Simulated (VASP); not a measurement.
An input for Quantum ESPRESSO's pw.x (written as the equivalent of a VASP run, and not itself run):

```
&CONTROL
  calculation = 'scf'
  pseudo_dir = './pseudo'
  outdir = './out'
  tprnfor = .true.
  tstress = .true.
/
&SYSTEM
  ibrav = 0
  nat = 5
  ntyp = 3
  ecutwfc = 86
  occupations = 'smearing'
  smearing = 'gaussian'
  degauss = 0.003675
  input_dft = 'pz'
/
&ELECTRONS
  conv_thr = 7.3e-08
  electron_maxstep = 100
/
ATOMIC_SPECIES
  Sr 87.620 Sr.upf
  Ag 107.868 Ag.upf
  Sn 118.710 Sn.upf
CELL_PARAMETERS angstrom
    -2.3550300    2.3550300    5.8031050
     2.3550300   -2.3550300    5.8031050
     2.3550300    2.3550300   -5.8031050
ATOMIC_POSITIONS crystal
  Sr   0.0000000  0.0000000  0.0000000
  Ag   0.2500000  0.7500000  0.5000000
  Ag   0.7500000  0.2500000  0.5000000
  Sn   0.3788100  0.3788100  0.0000000
  Sn   0.6211900  0.6211900  0.0000000
K_POINTS automatic
  6 6 6 0 0 0
```

Q: Write the VASP files for the same calculation (LDA).

A: This is not unique; one that fits is 
**POSCAR**
```
Sr(AgSn)2
1.0
 -2.3550300000   2.3550300000   5.8031050000
  2.3550300000  -2.3550300000   5.8031050000
  2.3550300000   2.3550300000  -5.8031050000
Sr Ag Sn
1 2 2
Cartesian
  0.0000000000   0.0000000000   0.0000000000
  2.3550300000   0.0000000000   2.9015525000
  0.0000000000   2.3550300000   2.9015525000
 -0.0000000000   0.0000000000   4.3965484101
  0.0000000000  -0.0000000000   7.2096615899
```

**KPOINTS**
```
Automatic mesh
0
Gamma
6 6 6
0 0 0
```

INCAR:
```
ALGO = Normal
EDIFF = 1E-6
ENCUT = 300
ISIF = 2
ISMEAR = 0
LASPH = .TRUE.
LCHARG = .FALSE.
LMAXMIX = 4
LREAL = .FALSE.
LWAVE = .FALSE.
NELM = 100
PREC = Accurate
SIGMA = 0.05
SYSTEM = Sr(AgSn)2
```

POTCAR, in this order: Sr_sv Ag Sn_d (LDA.64 set). Program: vasp_std.

The two are equivalent in intent, not identical: the potentials are each code's own (VASP's PAW set, PseudoDojo norm-conserving files in pw.x), so ENCUT and ecutwfc are chosen apart and not converted; conv_thr bounds pw.x's estimated SCF error, while EDIFF bounds the energy change between steps.

The structure comes from a computed database's Ag2Sn2Sr entry (I4/mmm); how it stands against other phases isn't given here. The cell was not relaxed at this level. The k-mesh is coarse (spacing up to 0.31 per Å, 2π included), so the numbers may not be converged in it.
